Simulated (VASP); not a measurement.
These are MS2 meta-GGA, VASP's PBE PAW potentials (set 64) (plane waves; VASP) values and carry that method's errors.

VASP ran on this input.

### POSCAR
```
WSe2
1.0
  1.6429202586  -2.8456210348   0.0000000000
  1.6429202586   2.8456210348   0.0000000000
  0.0000000000   0.0000000000  13.8604474750
W Se
2 4
Cartesian
  1.6429202586   0.9485422420   3.4651118688
  1.6429202586  -0.9485422420  10.3953356063
  1.6429202586   0.9485422420  12.0633433771
  1.6429202586  -0.9485422420   5.1331196396
  1.6429202586  -0.9485422420   1.7971040979
  1.6429202586   0.9485422420   8.7273278354
```

### INCAR
```
! general
SYSTEM  = WSe2
PREC    = Accurate
ENCUT   = 520
LREAL   = .FALSE.
LASPH   = .TRUE.   ! aspherical one-centre terms

! electronic loop
EDIFF   = 1E-6   ! SCF stop (eV)
NELM    = 100
ALGO    = Normal   ! blocked Davidson
LMAXMIX = 6   ! l cut-off of mixed one-centre charges
LMIXTAU = .TRUE.

! smearing
ISMEAR  = 0   ! Gaussian
SIGMA   = 0.05   ! width (eV)

! functional
METAGGA = MS2

! ions
IBRION  = 2   ! conjugate gradients
NSW     = 60   ! most ionic steps
ISIF    = 3
EDIFFG  = -0.02   ! ionic stop

! output
LWAVE   = .FALSE.
LCHARG  = .FALSE.
```

KPOINTS:
```
kpoints
0
gamma
  7 7 2
0 0 0
```

POTCAR, in this order: W_sv Se (PBE.64 set). Program: vasp_std.

What VASP printed:

OSZICAR:
```
       N       E                     dE             d eps       ncg     rms          rms(c)
DAV:   1     0.465580184827E+03    0.46558E+03   -0.26503E+04  1104   0.152E+03
DAV:   2    -0.348275852340E+02   -0.50041E+03   -0.49036E+03  1169   0.404E+02
DAV:   3    -0.655997599590E+02   -0.30772E+02   -0.29891E+02  1243   0.919E+01
DAV:   4    -0.662823048463E+02   -0.68254E+00   -0.68032E+00  1198   0.142E+01
DAV:   5    -0.662990097960E+02   -0.16705E-01   -0.16696E-01  1293   0.206E+00    0.570E+01
DAV:   6    -0.402084256026E+02    0.26091E+02   -0.36153E+01  1006   0.556E+01    0.837E+00
DAV:   7    -0.193335946648E+02    0.20875E+02   -0.18259E+01  1006   0.282E+01    0.581E+00
DAV:   8    -0.282915113271E+02   -0.89579E+01   -0.88803E+00   992   0.248E+01    0.351E+00
DAV:   9    -0.148801348767E+02    0.13411E+02   -0.96926E+00   992   0.212E+01    0.290E+00
DAV:  10    -0.130466757334E+02    0.18335E+01   -0.11686E+00  1083   0.938E+00    0.161E+00
DAV:  11    -0.133672859881E+02   -0.32061E+00   -0.86031E-02  1153   0.269E+00    0.145E+00
DAV:  12    -0.136550390927E+02   -0.28775E+00   -0.33759E-01  1028   0.527E+00    0.121E+00
DAV:  13    -0.131338604430E+02    0.52118E+00   -0.18310E+00  1021   0.984E+00    0.705E-01
DAV:  14    -0.132091387462E+02   -0.75278E-01   -0.19696E-01  1062   0.343E+00    0.732E-01
DAV:  15    -0.131827072165E+02    0.26432E-01   -0.10228E-02  1175   0.831E-01    0.668E-01
DAV:  16    -0.131815683382E+02    0.11389E-02   -0.90284E-04  1202   0.228E-01    0.702E-01
DAV:  17    -0.132063678690E+02   -0.24800E-01   -0.12564E-02  1034   0.831E-01    0.657E-01
DAV:  18    -0.131459063109E+02    0.60462E-01   -0.77450E-02   992   0.228E+00    0.338E-01
DAV:  19    -0.132144142084E+02   -0.68508E-01   -0.14659E-01   992   0.266E+00    0.322E-01
DAV:  20    -0.132155009602E+02   -0.10868E-02   -0.43915E-03  1182   0.404E-01    0.315E-01
DAV:  21    -0.132154319715E+02    0.68989E-04   -0.27708E-04  1167   0.111E-01    0.242E-01
DAV:  22    -0.132154861453E+02   -0.54174E-04   -0.16009E-03  1146   0.239E-01    0.462E-02
DAV:  23    -0.132155062962E+02   -0.20151E-04   -0.19105E-04  1274   0.810E-02    0.378E-02
DAV:  24    -0.132155505449E+02   -0.44249E-04   -0.28869E-05  1030   0.477E-02    0.256E-02
DAV:  25    -0.132155539479E+02   -0.34031E-05   -0.62535E-05  1306   0.478E-02    0.201E-02
DAV:  26    -0.132155623460E+02   -0.83981E-05   -0.16024E-05  1009   0.341E-02    0.971E-03
DAV:  27    -0.132155647723E+02   -0.24263E-05   -0.41432E-06  1046   0.161E-02    0.645E-03
DAV:  28    -0.132155663628E+02   -0.15904E-05   -0.58357E-06  1073   0.149E-02    0.327E-03
DAV:  29    -0.132155681753E+02   -0.18125E-05   -0.10544E-06   680   0.746E-03    0.373E-03
DAV:  30    -0.132155674292E+02    0.74601E-06   -0.23407E-07   601   0.404E-03
   1 F= -.13215567E+02 E0= -.13215567E+02  d E =-.132156E+02
```

**OUTCAR**
```
------------------------ aborting loop because EDIFF is reached ----------------------------------------
  FORCE on cell =-STRESS in cart. coord.  units (eV):
  Direction    XX          YY          ZZ          XY          YZ          ZX
  --------------------------------------------------------------------------------------
  Total       -0.0377255     -0.0377254      0.0829084      0.0000000      0.0000000      0.0000000
  in kB       -0.4663846     -0.4663845      1.0249631      0.0000000      0.0000000      0.0000000
  external PRESSURE =       0.0307313 kB  Pullay stress =       0.0000000 kB
  volume of cell :      129.60
      direct lattice vectors                 reciprocal lattice vectors
     1.642920259 -2.845621035  0.000000000     0.304336134 -0.175708569  0.000000000
     1.642920259  2.845621035  0.000000000     0.304336134  0.175708569  0.000000000
     0.000000000  0.000000000 13.860447475     0.000000000  0.000000000  0.072147743
 POSITION                                       TOTAL-FORCE (eV/Angst)
 -----------------------------------------------------------------------------------
      1.64292      0.94854      3.46511         0.000000      0.000000      0.000000
      1.64292     -0.94854     10.39534         0.000000     -0.000000      0.000000
      1.64292      0.94854     12.06334        -0.000000      0.000000      0.000897
      1.64292     -0.94854      5.13312        -0.000000      0.000000      0.000897
      1.64292     -0.94854      1.79710         0.000000     -0.000000     -0.000897
      1.64292      0.94854      8.72733        -0.000000      0.000000     -0.000897
 -----------------------------------------------------------------------------------
    total drift:                               -0.000135      0.001069     -0.000034
  FREE ENERGIE OF THE ION-ELECTRON SYSTEM (eV)
  ---------------------------------------------------
  free  energy   TOTEN  =       -13.2155674292 eV

  energy  without entropy=      -13.2155674292  energy(sigma->0) =      -13.21556743

 reached required accuracy - stopping structural energy minimisation
```
(Selected blocks of OUTCAR.)

File OUTCAR:
```
 val. band max:        5.1744271188   @ k =   0.0000   0.0000   0.0000

 cond. band min:       6.6940561601   @ k =   0.1429   0.1429   0.0000


 Fermi energy:         5.5202786271

 k-point     1 :       0.0000    0.0000    0.0000
  band No.  band energies     occupation
      1     -68.8863      2.00000
      2     -68.8863      2.00000
      3     -33.1390      2.00000
      4     -33.1390      2.00000
      5     -33.0143      2.00000
      6     -33.0143      2.00000
      7     -33.0143      2.00000
      8     -33.0143      2.00000
      9     -10.0768      2.00000
     10      -9.9720      2.00000
     11      -8.8137      2.00000
     12      -8.6303      2.00000
     13      -1.6361      2.00000
     14      -1.0257      2.00000
     15       2.0350      2.00000
     16       2.6712      2.00000
     17       2.6713      2.00000
     18       2.6772      2.00000
     19       2.6773      2.00000
     20       3.6461      2.00000
     21       3.8146      2.00000
     22       3.8147      2.00000
     23       3.8335      2.00000
     24       3.8336      2.00000
     25       4.3629      2.00000
     26       5.1744      2.00000
     27       8.2553      0.00000
     28       8.2554      0.00000
     29       8.2760      0.00000
     30       8.2761      0.00000
     31       8.3309      0.00000

 k-point     2 :       0.1429   -0.0000    0.0000
  band No.  band energies     occupation
      1     -68.8842      2.00000
      2     -68.8842      2.00000
      3     -33.1297      2.00000
      4     -33.1297      2.00000
      5     -33.0615      2.00000
      6     -33.0615      2.00000
      7     -33.0253      2.00000
      8     -33.0253      2.00000
      9      -9.7671      2.00000
     10      -9.6635      2.00000
     11      -8.6527      2.00000
     12      -8.4834      2.00000
     13      -1.2474      2.00000
     14      -0.6410      2.00000
     15       1.7066      2.00000
     16       1.8193      2.00000
     17       1.8390      2.00000
...
```

Unless said otherwise, spin-orbit coupling is left out, though it shifts the bands of the heavy elements here.

The compound is WSe2 in the 2H layered structure. It was relaxed first, which changed the volume by +7 %. The start is the result of an earlier pass.
